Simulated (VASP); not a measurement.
# Sn2PbSe3 (P-3m1) in VASP: further runs

One crystal, Sn2PbSe3, is run at these levels: LDA; tasks: single point.

Program: VASP 6.6.1. These are calculated values, not measurements. Logs are shortened: lines on timing, memory, paths and dates and some standing lists are left out, and cuts for length are marked.

## (1) The structure

The structure is trigonal, space group P-3m1 (No. 164). Conventional cell: a = 4.296 Å, b = 4.296 Å, c = 10.527 Å, α = 90.00°, β = 90.00°, γ = 120.00°. Sn (site symmetry 3m) is surrounded by 6 Se at 3.02 Å. Around Pb (site symmetry -3m) lie 6 Se at 3.08 Å. Around Se (site symmetry 3m) lie 3 Sn at 3.02 Å and 3 Pb at 3.08 Å. Se (site symmetry -3m) is surrounded by 6 Sn at 3.02 Å.

The cell comes from a database or a generator and needn't be the stable form of this composition.

## (2) Single point, LDA

INCAR reads:

```
SYSTEM = Sn2PbSe3
ALGO     = Fast           ! electronic algorithm
EDIFF    = 1E-7           ! SCF threshold, eV
ENCUT    = 520            ! plane-wave cutoff, eV
GGA      = CA             ! functional
ISIF     = 2              ! what is computed and relaxed
ISMEAR   = 0              ! smearing method
LASPH    = .TRUE.         ! aspherical terms in the spheres
LCHARG   = .FALSE.        ! write CHGCAR
LREAL    = .FALSE.        ! projectors in reciprocal space
LWAVE    = .FALSE.        ! write WAVECAR
NBANDS   = 39             ! bands
NELM     = 100            ! most SCF steps
PREC     = Accurate       ! precision mode
SIGMA    = 0.01           ! smearing width, eV
```

KPOINTS reads:

```
k-points
0
G
  5 5 2
  0 0 0
```

POSCAR reads:

```
Sn2PbSe3
1.0
    4.2964000000      0.0000000000      0.0000000000
   -2.1482000000      3.7208000000      0.0000000000
    0.0000000000      0.0000000000     10.5274000000
Sn Pb Se
2 1 3
Direct
    0.3333333333      0.6666666667      0.6638000000
    0.6666666667      0.3333333333      0.3362000000
    0.0000000000      0.0000000000      0.0000000000
    0.3333333333      0.6666666667      0.1732000000
    0.6666666667      0.3333333333      0.8268000000
    0.0000000000      0.0000000000      0.5000000000
```

Potentials or basis: VASP PAW LDA potentials, release 64 (Sn_d, Pb_d, Se).

Run with:

```bash
$ cat potpaw_LDA.64/Sn_d/POTCAR potpaw_LDA.64/Pb_d/POTCAR potpaw_LDA.64/Se/POTCAR > POTCAR
$ mpirun -np 1 vasp_std > vasp.out
```

OUTCAR:

```text
SYSTEM = Sn2PbSe3
   EDIFF = 1E-7
   ENCUT = 520
   GGA = CA
   ISIF = 2
   ISMEAR = 0
   LASPH = .TRUE.
   LREAL = .FALSE.
   NELM = 100
   PREC = Accurate

 ion  position               nearest neighbor table
   1  0.333  0.667  0.664-   5 3.02   5 3.02   5 3.02   6 3.02   6 3.02   6 3.02
   2  0.667  0.333  0.336-   4 3.02   4 3.02   4 3.02   6 3.02   6 3.02   6 3.02
   3  0.000  0.000  0.000-   4 3.08   5 3.08   5 3.08   4 3.08   5 3.08   4 3.08
   4  0.333  0.667  0.173-   2 3.02   2 3.02   2 3.02   3 3.08   3 3.08   3 3.08
   5  0.667  0.333  0.827-   1 3.02   1 3.02   1 3.02   3 3.08   3 3.08   3 3.08
   6  0.000  0.000  0.500-   1 3.02   2 3.02   2 3.02   1 3.02   2 3.02   1 3.02

  LATTYP: Found a hexagonal cell.
 ALAT       =     4.2964000000
 C/A-ratio  =     2.4502839587

  Lattice vectors:

 A1 = (   4.2964000000,   0.0000000000,   0.0000000000)
 A2 = (  -2.1482000000,   3.7208000000,   0.0000000000)
 A3 = (   0.0000000000,   0.0000000000,  10.5274000000)

Analysis of symmetry for initial positions (statically):
=====================================================================
 Subroutine PRICEL returns:
 Original cell was already a primitive cell.

 Routine SETGRP: Setting up the symmetry group for a
 hexagonal supercell.

 Subroutine GETGRP returns: Found 12 space group operations
 (whereof 12 operations were pure point group operations)
 out of a pool of 24 trial point group operations.

The static configuration has the point symmetry D_3d.

Analysis of symmetry for dynamics (positions and initial velocities):
=====================================================================
 Subroutine PRICEL returns:
 Original cell was already a primitive cell.

 Routine SETGRP: Setting up the symmetry group for a
 hexagonal supercell.

 Subroutine GETGRP returns: Found 12 space group operations
 (whereof 12 operations were pure point group operations)
 out of a pool of 24 trial point group operations.

The dynamic configuration has the point symmetry D_3d.

 Subroutine INISYM returns: Found 12 space group operations
 (whereof 12 operations are pure point group operations),
 and found     1 'primitive' translations

----------------------------------------------------------------------------------------

                                     Primitive cell

  volume of cell :     168.2915

  direct lattice vectors                    reciprocal lattice vectors
     4.296400000  0.000000000  0.000000000     0.232753003  0.134379703  0.000000000
    -2.148200000  3.720800000  0.000000000     0.000000000  0.268759407  0.000000000
     0.000000000  0.000000000 10.527400000     0.000000000  0.000000000  0.094990216

  length of vectors
     4.296400000  4.296407322 10.527400000     0.268759865  0.268759407  0.094990216

  position of ions in fractional coordinates (direct lattice)
     0.333333333  0.666666667  0.663800000
     0.666666667  0.333333333  0.336200000
     0.000000000  0.000000000  0.000000000
     0.333333333  0.666666667  0.173200000
     0.666666667  0.333333333  0.826800000
     0.000000000  0.000000000  0.500000000

  ion indices of the primitive-cell ions
   primitive index   ion index
                 1           1
                 2           2
                 3           3
                 4           4
                 5           5
                 6           6

----------------------------------------------------------------------------------------

 KPOINTS: k-points

Automatic generation of k-mesh.
 Grid dimensions read from file:
 generate k-points for:    5    5    2

 Generating k-lattice:

  Cartesian coordinates                     Fractional coordinates (reciprocal lattice)
     0.046550601  0.026875941  0.000000000     0.200000000  0.000000000  0.000000000
     0.000000000  0.053751881  0.000000000     0.000000000  0.200000000  0.000000000
     0.000000000  0.000000000  0.047495108     0.000000000  0.000000000  0.500000000

  Length of vectors
     0.053751973  0.053751881  0.047495108

  Shift w.r.t. Gamma in fractional coordinates (k-lattice)
     0.000000000  0.000000000  0.000000000

 Subroutine IBZKPT returns following result:
 ===========================================

 Found     10 irreducible k-points:

 Following reciprocal coordinates:
            Coordinates               Weight
  0.000000  0.000000  0.000000      1.000000
  0.200000  0.000000  0.000000      6.000000
  0.400000  0.000000  0.000000      6.000000
  0.200000  0.200000  0.000000      6.000000
  0.400000  0.200000  0.000000      6.000000
  0.000000  0.000000  0.500000      1.000000
  0.200000  0.000000  0.500000      6.000000
  0.400000  0.000000  0.500000      6.000000
  0.200000  0.200000  0.500000      6.000000
  0.400000  0.200000  0.500000      6.000000
   k-points           NKPTS =     10   k-points in BZ     NKDIM =     10   number of bands    NBANDS=     39
   number of dos      NEDOS =    301   number of ions     NIONS =      6
   total plane-waves  NPLWV =  81920
   dimension x,y,z NGX =    32 NGY =   32 NGZ =   80
   dimension x,y,z NGXF=    64 NGYF=   64 NGZF=  160
   ions per type =               2   1   3
   NGX,Y,Z   is equivalent  to a cutoff of  12.38, 12.38, 12.63 a.u.
   NGXF,Y,Z  is equivalent  to a cutoff of  24.76, 24.76, 25.27 a.u.
 SYSTEM =  Sn2PbSe3
   PREC   = accura    normal or accurate (medium, high low for compatibility)
   ISTART =      0    job   : 0-new  1-cont  2-samecut
   ICHARG =      2    charge: 1-file 2-atom 10-const
   ISPIN  =      1    spin polarized calculation?
   LNONCOLLINEAR =      F non collinear calculations
   LSORBIT =      F    spin-orbit coupling
   LASPH  =      T    aspherical Exc in radial PAW
   ENCUT  =  520.0 eV  38.22 Ry    6.18 a.u.   7.99  7.99 19.57*2*pi/ulx,y,z
   NELM   =    100;   NELMIN=  2; NELMDL= -5     # of ELM steps
   EDIFF  = 0.1E-06   stopping-criterion for ELM
   LREAL  =      F    real-space projection
   EDIFFG = 0.1E-05   stopping-criterion for IOM
   NSW    =      0    number of steps for IOM
   IBRION =     -1    ionic relax: 0-MD 1-quasi-New 2-CG
   NFREE  =      0    steps in history (QN), initial steepest desc. (CG)
   ISIF   =      2    stress and relaxation
   ISYM   =      2    0-nonsym 1-usesym 2-fastsym
   POTIM  = 0.5000    time-step for ionic-motion
   TEBEG  =    0.0;   TEEND  =   0.0 temperature during run
   PSTRESS=    0.0 pullay stress
   NELECT =      60.0000    total number of electrons
   NUPDOWN=      -1.0000    fix difference up-down
   EMIN   =  10.00;   EMAX   =-10.00  energy-range for DOS
   EFERMI =   0.00;   METHOD = LEGACY
   ISMEAR =     0;   SIGMA  =   0.01  broadening in eV -4-tet -1-fermi 0-gaus
   EFERMI_NEDOS =   21; number of points for ismear=-14 and -15
   IALGO  =     68    algorithm
   IMIX   =      4    mixing-type and parameters
     AMIX     =   0.40;   BMIX     =  1.00
     AMIX_MAG =   1.60;   BMIX_MAG =  1.00
  volume/ion in A,a.u.               =      28.05       189.28
  Fermi-wavevector in a.u.,A,eV,Ry     =   1.160837  2.193664 18.334425  1.347542
  Thomas-Fermi vector in A             =   2.297415
   LORBIT       =      0    0 simple, 1 ext, 2 COOP (PROOUT), +10 PAW based schemes
   GGA     = CA    functional components
   LHFCALC =     F    Hartree Fock is set to
   AEXX    =    0.0000 exact exchange contribution
   IVDW    =     0    specifies the selected vdW correction
   LEPSILON=     F    determine dielectric tensor
   LRPA    =     F    only Hartree local field effects (RPA)
 non-spin polarized calculation
 RMM-DIIS sequential band-by-band and
 Gauss-broadening in eV      SIGMA  =   0.01
  energy-cutoff  :      520.00
  volume of cell :      168.29
 maximum number of plane-waves:      4550
 NGX is ok and might be reduce to    32
   NGX = 15   NGY = 15   NGZ = 39

 number of electron      60.0000003 magnetization

 Free energy of the ion-electron system (eV)
  ---------------------------------------------------
  ext. energy  EPLUGINS =         0.00000000
  ---------------------------------------------------
  free energy    TOTEN  =       -28.36777980 eV

  energy without entropy =      -28.36777980  energy(sigma->0) =      -28.36777980

 E-fermi :   5.2339     XC(G=0):  -9.8235

 val. band max:        5.1177547573   @ k =   0.0000   0.0000   0.5000
 cond. band min:       5.4222503174   @ k =   0.0000   0.0000   0.5000
 fundamental gap:      0.3044955601
 Fermi energy:         5.2338846061

 k-point     1 :       0.0000    0.0000    0.0000
  band No.  band energies     occupation
      1     -16.3187      2.00000
      2     -16.3187      2.00000
      3     -16.3147      2.00000
      4     -16.3146      2.00000
      5     -16.3094      2.00000
      6     -16.3085      2.00000
[... 31 lines left out ...]
     38       9.4331      0.00000
     39       9.4352      0.00000

 k-point     2 :       0.2000    0.0000    0.0000
  band No.  band energies     occupation
      1     -16.3235      2.00000
      2     -16.3176      2.00000
      3     -16.3159      2.00000
      4     -16.3123      2.00000
      5     -16.3110      2.00000
      6     -16.3074      2.00000
[... 31 lines left out ...]
     38       8.6739      0.00000
     39       9.1823      0.00000

 k-point     3 :       0.4000    0.0000    0.0000
  band No.  band energies     occupation
      1     -16.3326      2.00000
      2     -16.3229      2.00000
      3     -16.3158      2.00000
      4     -16.3135      2.00000
      5     -16.3088      2.00000
      6     -16.3076      2.00000
[... 244 lines left out ...]
 k-point     9 :       0.2000    0.2000    0.5000
  band No.  band energies     occupation
      1     -16.3278      2.00000
      2     -16.3215      2.00000
      3     -16.3152      2.00000
      4     -16.3124      2.00000
      5     -16.3100      2.00000
      6     -16.3086      2.00000
[... 31 lines left out ...]
     38       9.6388      0.00000
     39       9.8210      0.00000

 k-point    10 :       0.4000    0.2000    0.5000
  band No.  band energies     occupation
      1     -16.3305      2.00000
      2     -16.3213      2.00000
      3     -16.3190      2.00000
      4     -16.3112      2.00000
      5     -16.3104      2.00000
      6     -16.3058      2.00000
[... 31 lines left out ...]
     38       9.7538      0.00000
     39       9.8948      0.00000

------------------------ aborting loop because EDIFF is reached ----------------------------------------

  FORCE on cell =-STRESS in cart. coord.  units (eV):
  Direction    XX          YY          ZZ          XY          YZ          ZX
  --------------------------------------------------------------------------------------
  -------------------------------------------------------------------------------------
  Total       -3.7514459     -3.7514629     -3.6544309      0.0000000      0.0000000      0.0000000
  in kB      -35.7147082    -35.7148705    -34.7911014      0.0000000      0.0000000      0.0000000
  external PRESSURE =     -35.4068934 kB  Pullay stress =       0.0000000 kB

 VOLUME and BASIS-vectors are now :
 -----------------------------------------------------------------------------
  energy-cutoff  :      520.00
  volume of cell :      168.29
      direct lattice vectors                 reciprocal lattice vectors
     4.296400000  0.000000000  0.000000000     0.232753003  0.134379703  0.000000000
    -2.148200000  3.720800000  0.000000000     0.000000000  0.268759407  0.000000000
     0.000000000  0.000000000 10.527400000     0.000000000  0.000000000  0.094990216

 POSITION                                       TOTAL-FORCE (eV/Angst)
 -----------------------------------------------------------------------------------
     -0.00000      2.48053      6.98809        -0.000000      0.000000     -0.009156
      2.14820      1.24027      3.53931         0.000000     -0.000000      0.009156
      0.00000      0.00000      0.00000         0.000000      0.000000      0.000000
     -0.00000      2.48053      1.82335         0.000000     -0.000000      0.004858
      2.14820      1.24027      8.70405        -0.000000      0.000000     -0.004858
      0.00000      0.00000      5.26370         0.000000      0.000000      0.000000
 -----------------------------------------------------------------------------------
    total drift:                               -0.000000     -0.000000     -0.000000

  FREE ENERGIE OF THE ION-ELECTRON SYSTEM (eV)
  ---------------------------------------------------
  free  energy   TOTEN  =       -28.3677798034 eV

  energy  without entropy=      -28.3677798034  energy(sigma->0) =      -28.36777980
```

Run time: 91 s. Hardware: 1 thread of Intel Xeon Platinum 8488C (Sapphire Rapids), shared host; peak memory 0.24 GiB.

Results:

```yaml
Free_energy: -28.3678 eV
Pressure: -3.5 GPa
Largest_force: 0.009 eV/Å
Band_gap_on_the_k_mesh: 0.30 eV, direct
```

Forces on the atoms (eV/Å):
```
Sn   0.000  0.000 -0.009
Sn   0.000  0.000  0.009
Pb   0.000  0.000  0.000
Se   0.000  0.000  0.005
Se   0.000  0.000 -0.005
Se   0.000  0.000  0.000
```

Caveat: spin-orbit coupling is left out, which as a rule narrows the gap of such compounds by several tenths of an eV; an odd mesh through Γ misses points on the zone boundary, where band edges often lie.

## (3) Single point, LDA

INCAR reads:

```
  PREC = Accurate
  ENCUT = 520
  EDIFF = 1E-6
  ISMEAR = 0
  SIGMA = 0.01
  LREAL = F
  LASPH = T
  NELM = 100
  ALGO = Fast
  ISIF = 2
  LWAVE = F
  LCHARG = F
  NBANDS = 39
```

KPOINTS reads:

```
regular mesh
0
Gamma
  5 5 2
```

POSCAR is that of step 2.

Potentials or basis: VASP PAW LDA potentials, release 64 (Sn_d, Pb_d, Se).

Run with:

```bash
$ cat potpaw_LDA.64/Sn_d/POTCAR potpaw_LDA.64/Pb_d/POTCAR potpaw_LDA.64/Se/POTCAR > POTCAR
$ mpirun -np 1 vasp_std > vasp.out
```

Run time: 69 s. Hardware: 1 thread of Intel Xeon Platinum 8488C (Sapphire Rapids), shared host; peak memory 0.24 GiB.

The run converged. Its results:

```
Free energy            : -28.3678 eV
Pressure               : -3.5 GPa
Largest force          : 0.009 eV/Å
Band gap on the k mesh : 0.30 eV, direct
```

Forces in eV/Å, atoms in the order of the input:
```
Sn   0.000  0.000 -0.009
Sn   0.000  0.000  0.009
Pb   0.000  0.000  0.000
Se   0.000  0.000  0.005
Se   0.000  0.000 -0.005
Se   0.000  0.000  0.000
```

Stress tensor (GPa, compression positive):
```
-3.56  0.00  0.00
 0.00 -3.56  0.00
 0.00  0.00 -3.47
```

Levels at points of the mesh, in eV from the valence-band top:
```tsv
k point	band 26	band 27	band 28	band 29	band 30	band 31	band 32	band 33	band 34	band 35
(0.00, 0.00, 0.00)	-1.88	-1.79	-1.79	-0.70	-0.59	1.10	1.47	1.80	1.80	2.00
(0.00, 0.00, 0.50)	-1.71	-1.71	-1.48	-1.47	0.00	0.30	1.33	1.33	2.80	3.09
```

Caveat: spin-orbit coupling is left out, which as a rule narrows the gap of such compounds by several tenths of an eV; an odd mesh through Γ misses points on the zone boundary, where band edges often lie.
